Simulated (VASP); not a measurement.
Input for VASP

File POSCAR:
```
BP
3.2046360
  0.0053032255   0.7070967307   0.7070967307
  0.7123999562   0.0000000000   0.7123999562
  0.7070967307   0.7070967307   0.0053032255
B P
1 1
Cart
  0.0000000000   0.0000000000   0.0000000000
  0.3561999781   0.3535483654   0.3561999781
```

**KPOINTS**
```
Automatic mesh
0
gamma
10 10 10
0 0 0
```

INCAR:
```
ALGO  =  Normal
EDIFF  =  1E-7
ENCUT  =  600
ISIF  =  2
ISMEAR  =  0
LASPH  =  .True.
LCHARG  =  .False.
LMIXTAU  =  .True.
LREAL  =  .False.
LWAVE  =  .False.
METAGGA  =  R2SCAN
NELM  =  100
PREC  =  Accurate
SIGMA  =  0.05
SYSTEM  =  BP
```

POTCAR, in this order: B P (PBE.64 set). Program: vasp_std.

Problem. Write an equivalent input for Ansatz.

Solution. One equivalent input (not run):
Ansatz 0.2 input:
```yaml
crystal:
  lattice:
    - [0.0169949, 2.2659876, 2.2659876]
    - [2.2829825, 0.0000000, 2.2829825]
    - [2.2659876, 2.2659876, 0.0169949]
  atoms:
    - { symbol: B, position: [0.0000000, 0.0000000, 0.0000000] }
    - { symbol: P, position: [0.2500000, 0.2500000, 0.2500000] }
kpoints:
  mp_grid: { grid: [10, 10, 10] }
hamiltonian:
  xc: r2scan
  pseudopotentials: { kind: paw }
scf:
  occupations: { method: gaussian, width: 0.05 }
  max_iter: 100
output: { forces: true, stress: true, eigenvalues: true }
```
The two are equivalent in intent, not identical: each code has its own PAW files, so the cut-off isn't converted (ENCUT is set for VASP's; basis.ecutwfc is left out, and Ansatz then takes the one that its files recommend); Ansatz stops its SCF on the density residual and VASP on the energy change (EDIFF).

The compound is BP in the zinc blende structure. This cell was strained or had an atom moved on purpose.
